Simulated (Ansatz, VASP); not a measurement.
# Cross-check of AlIn between VASP and Ansatz, part 2 of 2

Aim: how closely do two programs agree when they are given the same cell, functional and k mesh? The cell is generated by rule, not measured, and may not be a known phase. The cell is taken from a series of runs on this material, whose earlier steps may have relaxed, scaled, displaced or heated it; both programs get it as it stands.

VASP 6.6.1 and Ansatz 0.2.0.

So far: The starting structure; Ansatz: relaxation of cell and atoms, PBEsol, pair 1; VASP: relaxation of cell and atoms, PBEsol, pair 1; Side by side.

## (5) VASP: relaxation of cell and atoms, PBEsol, pair 2

Level of this step: PBEsol; plane waves and PAW (Al, In_d); invented cell (VASP).

The relaxed volume is the usual yardstick between codes: in a stiff, nearly cubic crystal its relative difference is about their pressure difference at one cell divided by the bulk modulus.

The input, INCAR:

```
SYSTEM = AlIn
PREC = Accurate
ENCUT = 500
EDIFF = 1E-07
NELM = 120
ISMEAR = 1
SIGMA = 0.2
LREAL = .FALSE.
ALGO = Normal
GGA = PS
NBANDS = 22
LORBIT = 11
LWAVE = .FALSE.
LCHARG = .FALSE.
ISIF = 3
IBRION = 2
NSW = 80
EDIFFG = -0.005
LASPH = .TRUE.
GGA_COMPAT = .FALSE.
NELMIN = 4
KPAR = 2
```

The input, POSCAR:

```
AlIn
1.0
    3.1977260000      0.0000000000      0.0000000000
    0.0000000000      3.1977260000      0.0000000000
    0.0000000000      0.0000000000      8.2247030000
Al In
2 2
Direct
    0.0000000000      0.5000000000      0.5991096578
    0.5000000000      0.0000000000      0.4008902206
    0.5000000000      0.0000000000      0.8506539385
    0.0000000000      0.5000000000      0.1493460615
```

The input, KPOINTS:

```
Automatic mesh
0
Gamma
14 14 6
0 0 0
```

Potentials, in the order of the species: Al and In_d (PBE family, release 64).

Launch:

```bash
mpirun -np 2 vasp_std
```

Numbers of over 12 decimals in the logs are rounded to 6 here.

The log of the run:

```text
[banner, memory and clock lines left out]
running    2 mpi-ranks, on    1 nodes
[...]
[... a notice as in an earlier step ...]

 LDA part: xc-table for (Slater+PW92), standard interpolation
 POSCAR, INCAR and KPOINTS ok, starting setup
[...]
entering main loop
       N       E                     dE             d eps       ncg     rms          rms(c)
DAV:   1     0.230082890344E+03    0.23008E+03   -0.14568E+04  6344   0.168E+03
DAV:   2     0.218676624495E+01   -0.22790E+03   -0.22215E+03  6366   0.378E+02
DAV:   3    -0.135769058746E+02   -0.15764E+02   -0.15404E+02  7854   0.115E+02
DAV:   4    -0.140477000324E+02   -0.47079E+00   -0.46920E+00  7688   0.209E+01
[...]
DAV:  11    -0.137443844926E+02    0.22835E-06   -0.11902E-05  8806   0.359E-02    0.129E-02
DAV:  12    -0.137443842083E+02    0.28429E-06   -0.66195E-07  7734   0.773E-03    0.754E-03
DAV:  13    -0.137443841729E+02    0.35379E-07   -0.14645E-07  5228   0.356E-03
   1 F= -.13744384E+02 E0= -.13744995E+02  d E =-.137444E+02
[... from here on, the cycles between the ionic steps are left out ...]
   2 F= -.13749824E+02 E0= -.13750583E+02  d E =-.543999E-02
   3 F= -.13753456E+02 E0= -.13754457E+02  d E =-.907218E-02
   4 F= -.13754815E+02 E0= -.13756118E+02  d E =-.104304E-01
   5 F= -.13756426E+02 E0= -.13757387E+02  d E =-.161128E-02
   6 F= -.13756537E+02 E0= -.13757616E+02  d E =-.172285E-02
   7 F= -.13756584E+02 E0= -.13757719E+02  d E =-.464751E-04
   8 F= -.13756587E+02 E0= -.13757736E+02  d E =-.493014E-04
[...]
reached required accuracy - stopping structural energy minimisation
```

OUTCAR, selected parts (step 5):

```text
  Total        0.0033156      0.0033156      0.0051050      0.0000000      0.0000000      0.0000000
  in kB        0.0631653      0.0631653      0.0972535      0.0000000      0.0000000      0.0000000
  external PRESSURE =       0.0745280 kB  Pullay stress =       0.0000000 kB

 POSITION                                       TOTAL-FORCE (eV/Angst)
 -----------------------------------------------------------------------------------
      0.00000      1.58023      5.05061        -0.000000      0.000000     -0.002654
      1.58023      0.00000      3.36909         0.000000     -0.000000      0.002654
      1.58023      0.00000      7.17022         0.000000      0.000000      0.000995
      3.16047      1.58023      1.24947        -0.000000     -0.000000     -0.000995
 -----------------------------------------------------------------------------------
    total drift:                                0.000000     -0.000000     -0.000117

  FREE ENERGIE OF THE ION-ELECTRON SYSTEM (eV)
  ---------------------------------------------------
  free  energy   TOTEN  =       -13.7565867631 eV

  energy  without entropy=      -13.7600341927  energy(sigma->0) =      -13.75773591

[... 2 parts as in an earlier step ...]

[... 2 further parts left out ...]
[key lines of the parts left out:]
E-fermi :   7.8483
```

## (6) Ansatz: relaxation of cell and atoms, PBEsol, pair 2

The same cell, functional, mesh and smearing now go to Ansatz, which takes its cutoff from its data sets.

The cell is taken from a series of runs on this material, whose earlier steps may have relaxed, scaled, displaced or heated it; both programs get it as it stands.

The input, input.yaml:

```yaml
crystal:
  lattice:
    - [3.1977259507, 0.0, 0.0]
    - [0.0, 3.1977259507, 0.0]
    - [0.0, 0.0, 8.22470265]
  atoms:
    - { symbol: Al, position: [0.0, 0.5, 0.5991097097] }
    - { symbol: Al, position: [0.5, 0.0, 0.4008902903] }
    - { symbol: In, position: [0.5, 0.0, 0.8506539324] }
    - { symbol: In, position: [0.0, 0.5, 0.1493460676] }
kpoints:
  mp_grid: { grid: [14, 14, 6] }
hamiltonian:
  xc: pbesol
scf:
  occupations: { method: methfessel_paxton, width: 0.2 }
output:
  forces: true
  stress: true
  eigenvalues: true
relax:
  adjacent_minimum: "off"
  f_tol: 0.001
  max_steps: 60
  cell: { stress_tol: 0.01 }
```

Launch:

```bash
ansatz run input.yaml --threads 4 --pin off --max-ram 7168MiB --backend cpu --events-out ev --progress --plain --runs-dir out
```

The log of the run:

```text
[...]
Crystal: 4 atoms, lattice volume = 84.101 Å³
Basis set: ecut = 420 eV, 1659 PW (Γ), exchange–correlation on 48×48×120 points (8 copies of the dense FFT grid, shifted against one another)
Bands: 20, of which v1, the nominal top of the filled ones, is band 16 counted from 1 (15 counted from 0)
Symmetry: 16 space group operations
[...]
k-points: 144 of 1176
[...]
--- Relaxed structure (7 steps of the walk, 7 accepted, 2 SCFs on fresh bases) ---
[...]
cell:  # Å, volume = 84.1122 Å³
    - [3.160479, 0, 0.0]
    - [0, 3.160479, 0.0]
    - [0.0, 0.0, 8.420798]
  atoms:
    - { symbol: Al, position: [0, 0.500000, 0.599740] }
    - { symbol: Al, position: [0.500000, 0, 0.400260] }
    - { symbol: In, position: [0.500000, 0, 0.851633] }
    - { symbol: In, position: [0, 0.500000, 0.148367] }
[key lines of the parts left out:]
SCF converged after 5 iterations
Free energy (F): -12099.514995 eV
Fermi energy:    9.515573 eV
P = ⅓ Tr σ = -0.0004 GPa (-0.004 kbar)
```

## (7) Side by side

The two programs side by side:

| quantity | Ansatz | VASP | difference |
| --- | --- | --- | --- |
| volume (Å³) | 84.11 | 84.10 | +0.01 % |
| edge a after relaxation, in the typed setting (Å) | 3.160 | 3.160 | +0.00 % |
| edge c after relaxation, in the typed setting (Å) | 8.421 | 8.420 | +0.01 % |

## (8) VASP: zone-centre phonons, PBEsol

Second derivatives magnify differences that forces hide, and they need a tight electronic threshold. This pair takes another cell of the material, with 2 atoms against 4 for the pair before.

The input, INCAR:

```
SYSTEM = AlIn
PREC = Accurate
ENCUT = 500
EDIFF = 1E-08
NELM = 120
ISMEAR = 1
SIGMA = 0.2
LREAL = .FALSE.
ALGO = Normal
GGA = PS
NBANDS = 14
LORBIT = 11
LWAVE = .FALSE.
LCHARG = .FALSE.
ISIF = 2
IBRION = 8
LASPH = .TRUE.
GGA_COMPAT = .FALSE.
KPAR = 2
```

The input, POSCAR:

```
AlIn
1.0
    0.0000000000      2.8518048579      2.8518048579
    2.8518048579      0.0000000000      2.8518048579
    2.8518048579      2.8518048579      0.0000000000
Al In
1 1
Direct
    0.5000000000      0.5000000000      0.5000000000
    0.0000000000      0.0000000000      0.0000000000
```

The input, KPOINTS:

```
Automatic mesh
0
Gamma
12 12 12
0 0 0
```

Launch:

```bash
mpirun -np 2 vasp_std
```

The log of the run:

```text
[banner, memory and clock lines left out]
running    2 mpi-ranks, on    1 nodes
[...]
[... a notice as in an earlier step ...]

 LDA part: xc-table for (Slater+PW92), standard interpolation
 POSCAR, INCAR and KPOINTS ok, starting setup
[...]
entering main loop
       N       E                     dE             d eps       ncg     rms          rms(c)
DAV:   1     0.868541718519E+02    0.86854E+02   -0.70654E+03  2028   0.123E+03
DAV:   2    -0.205113410214E+01   -0.88905E+02   -0.85436E+02  2100   0.282E+02
DAV:   3    -0.646471154885E+01   -0.44136E+01   -0.43647E+01  2610   0.624E+01
DAV:   4    -0.658024050758E+01   -0.11553E+00   -0.11550E+00  2698   0.102E+01
[...]
DAV:  12    -0.650188035872E+01    0.18513E-06   -0.33100E-08  2418   0.254E-03    0.167E-03
DAV:  13    -0.650188038561E+01   -0.26890E-07   -0.22407E-09  1530   0.586E-04    0.518E-04
DAV:  14    -0.650188038272E+01    0.28874E-08   -0.41278E-10  1374   0.227E-04
   1 F= -.65018804E+01 E0= -.65029577E+01  d E =0.323186E-02
[...]
RMM:   9    -0.596705442240E-02   -0.16543E-07    0.56572E-08  9391   0.251E-04    0.286E-04
RMM:  10    -0.596694362414E-02    0.11080E-06   -0.12406E-08  8820   0.103E-04    0.312E-04
RMM:  11    -0.596694589348E-02   -0.22693E-08   -0.64522E-09  9493   0.379E-05    0.133E-04
 first order change of Fermi-energy   0.32085E-04
 force on displaced ion       1 direction 1 :  -3.656   0.000   0.000
 Linear response progress:
  Degree of freedom:   2/  2
       N       E                     dE             d eps       ncg     rms          rms(c)
RMM:   1    -0.232478517804E+00   -0.23248E+00   -0.12066E-01  6060   0.463E+00
RMM:   2    -0.234946189753E+00   -0.24677E-02   -0.83145E-03  7769   0.836E-01    0.437E-02
RMM:   3    -0.235071464661E+00   -0.12527E-03   -0.88745E-04  8213   0.241E-01    0.287E-02
RMM:   4    -0.235074478467E+00   -0.30138E-05   -0.68844E-05  8597   0.743E-02    0.108E-02
[...]
RMM:  13    -0.235114865868E+00    0.10460E-07    0.11448E-07  8873   0.545E-05    0.837E-06
RMM:  14    -0.235114837049E+00    0.28820E-07    0.71465E-08  8625   0.344E-05    0.123E-06
RMM:  15    -0.235114840347E+00   -0.32983E-08    0.35335E-08  5967   0.247E-05    0.849E-07
 first order change of Fermi-energy  -0.22532E-04
 force on displaced ion       2 direction 1 :  -3.644   0.000   0.000
 Linear response finished
```

OUTCAR, selected parts (step 8):

```text
  Total       -0.0013999     -0.0013999     -0.0013999      0.0000000      0.0000000     -0.0000000
  in kB       -0.0483533     -0.0483533     -0.0483533      0.0000000      0.0000000     -0.0000000
  external PRESSURE =      -0.0483533 kB  Pullay stress =       0.0000000 kB

 POSITION                                       TOTAL-FORCE (eV/Angst)
 -----------------------------------------------------------------------------------
      2.85180      2.85180      2.85180        -0.000000      0.000000      0.000000
      0.00000      0.00000      0.00000         0.000000     -0.000000     -0.000000
 -----------------------------------------------------------------------------------
    total drift:                               -0.000000      0.000000      0.000000

[... 2 further parts left out ...]
```

## (9) Ansatz: zone-centre phonons, PBEsol

The same cell, functional, mesh and smearing now go to Ansatz, which takes its cutoff from its data sets.

The cell is taken from a series of runs on this material, whose earlier steps may have relaxed, scaled, displaced or heated it; both programs get it as it stands.

input.yaml, the sections that differ from step 6:

```yaml
crystal:
  lattice:
    - [0.0, 2.8518048579, 2.8518048579]
    - [2.8518048579, 0.0, 2.8518048579]
    - [2.8518048579, 2.8518048579, 0.0]
  atoms:
    - { symbol: Al, position: [0.5, 0.5, 0.5] }
    - { symbol: In, position: [0.0, 0.0, 0.0] }
kpoints:
  mp_grid: { grid: [12, 12, 12] }
output:
  eigenvalues: true
phonons:
  method: dfpt
# hamiltonian, scf: as in step 6
# relax: removed
```

Launch:

```bash
ansatz run input.yaml --threads 4 --pin off --max-ram 7168MiB --backend cpu --events-out ev --progress --plain --runs-dir out
```

The log of the run:

```text
[...]
Crystal: 2 atoms, lattice volume = 46.386 Å³
Basis set: ecut = 420 eV, 893 PW (Γ), exchange–correlation on 54×54×54 points (8 copies of the dense FFT grid, shifted against one another)
Bands: 12, of which v1, the nominal top of the filled ones, is band 8 counted from 1 (7 counted from 0)
Symmetry: 48 space group operations
k-points: 163 of 1728 (irreducible under 8 space group operations, time reversal used)
[...]
k mesh reduced under 8 symmetry operations, with k and −k counted as one. Each operation leaves every solved perturbation unchanged. A smaller set is not used because it would not reduce the number of displacements times k-points to solve
  ASR residual: 3.111e-5 → 0.000e0 eV/Å²; symmetrization residual: 2.372e-6 eV/Å²
  ASR residual per site (eV/Å²): 5.02e-6 3.11e-5
  Γ frequencies (cm⁻¹): 0.00 0.00 0.00 213.37 213.37 213.37
  non-analytic LO–TO correction: not included (Born effective charges unavailable; polar crystals: no LO–TO splitting at Γ)
[key lines of the parts left out:]
SCF converged after 9 iterations
Free energy (F): -6049.379964 eV
Fermi energy:    7.979628 eV
```

## (10) Side by side

The two programs side by side:

| quantity | Ansatz | VASP | difference |
| --- | --- | --- | --- |
| optical mode 1 to 3 (cm⁻¹) | 213.4 | 213.3 | +0.06 % |

Modes are paired by rising frequency, not by their patterns, so a pair may set unlike modes beside each other; they are those without the splitting of longitudinal modes.

## (11) Outcome

* difference in volume (relaxation of cell and atoms, PBEsol, pair 1): 0.022 %
* difference in volume (relaxation of cell and atoms, PBEsol, pair 2): 0.014 %
* r.m.s. difference of the optical zone-centre modes, each program's sorted by frequency (zone-centre phonons, PBEsol): 0.12 cm⁻¹

What this shows: The difference in volume is 0.022 % (relaxation of cell and atoms, PBEsol, pair 1), within the 1.2 % picked in this series as the mark of a large difference, as far as the stopping tolerances let one tell. 3 further runs of this series are not shown here. How closely two codes agree says nothing of how well the functional describes the real material.

[Lines on the potential files, build, host, timing and source positions are cut from VASP's logs without a mark.]

[Logs are printed without paths, hosts, clocks, repeated set-up lines and the standing remarks that a program may print on its own settings, such as how far it seeks lower states.]

[Hosts, paths, dates, database ids (printed as entryN), source tags and the programs' standing remarks are cut or masked in the printed files.]
